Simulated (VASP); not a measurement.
A convergence study with VASP on CoGa (CsCl type): one setting is varied, all else stays as given below, so the limit is that of these other settings. Each run relaxes cell and ions from the cell shown. The basis is that of the starting cell, so low cut-offs carry a Pulay error.

```xyz
2
Lattice="2.8800 0.0000 0.0000 0.0000 2.8800 0.0000 0.0000 0.0000 2.8800" Properties=species:S:1:pos:R:3 pbc="T T T"
Ga     1.4400     1.4400     1.4400
Co     0.0000     0.0000     0.0000
```

Computed with PBE GGA, VASP's PBE PAW potentials (set 64) (plane waves; VASP). The tightest run used: 700 eV cut-off, 10×10×10 Γ-centred mesh, first-order Methfessel-Paxton smearing of 0.10 eV, potentials Ga_d Co.

Problem. The settings run are ENCUT = 200; ENCUT = 250; ENCUT = 300; ENCUT = 350; ENCUT = 400; ENCUT = 450; ENCUT = 500; ENCUT = 550; ENCUT = 600; ENCUT = 650; ENCUT = 700. From which on does the relaxed volume stay within 0.02 Å³/atom of the tightest run?

Solution. From ENCUT = 450 on: it is off by 0.014 there and by no more than 0.02 in any finer run, while ENCUT = 400 is off by 0.041.
| setting | relaxed volume (Å³/atom) | E (eV/atom) | plane waves | difference judged (Å³/atom) |
|---|---|---|---|---|
| ENCUT = 200 | 10.104 | -5.4359 | 171 | 1.866 |
| ENCUT = 250 | 11.495 | -5.2376 | 228 | 0.475 |
| ENCUT = 300 | 11.961 | -5.2418 | 300 | 0.009 |
| ENCUT = 350 | 11.936 | -5.2398 | 370 | 0.033 |
| ENCUT = 400 | 11.928 | -5.2381 | 461 | 0.041 |
| ENCUT = 450 | 11.956 | -5.2384 | 552 | 0.014 |
| ENCUT = 500 | 11.971 | -5.2388 | 624 | 0.002 |
| ENCUT = 550 | 11.970 | -5.2388 | 739 | 0.001 |
| ENCUT = 600 | 11.967 | -5.2387 | 840 | 0.003 |
| ENCUT = 650 | 11.967 | -5.2387 | 916 | 0.003 |
| ENCUT = 700 | 11.970 | -5.2388 | 1024 | 0.000 |

Left out are rungs that failed or repeat a setting and relaxations that didn't move; long series are thinned to 24 rows.

The compound is CoGa in the CsCl type structure. The run is not spin-polarised, so no magnetic state was tried.
